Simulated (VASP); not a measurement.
Consider the following.

```
CELL_PARAMETERS angstrom
      1.68810    -5.34480     0.00000
      1.68810     5.34480     0.00000
      0.00000     0.00000     4.46760
ATOMIC_POSITIONS crystal
  P  0.10170 0.89830 0.91940
  P  0.39830 0.60170 0.41940
  P  0.60170 0.39830 0.58060
  P  0.89830 0.10170 0.08060
```

Method: PBE GGA, VASP's PBE PAW potentials (set 64) (plane waves; VASP). Settings: 400 eV cut-off, 5×5×4 Γ-centred mesh, Gaussian smearing of 0.050 eV, potentials P.

**Question.** Estimate the energy per atom (σ→0), pressure, largest force.

**Answer.** 
energy per atom (σ→0): -5.358 eV/atom
pressure: -2.31 GPa
largest force: 0.409 eV/Å

The absolute energy has meaning only against runs of the same code, potentials and settings.

The compound is P in the black structure. The cell was not relaxed at this level.
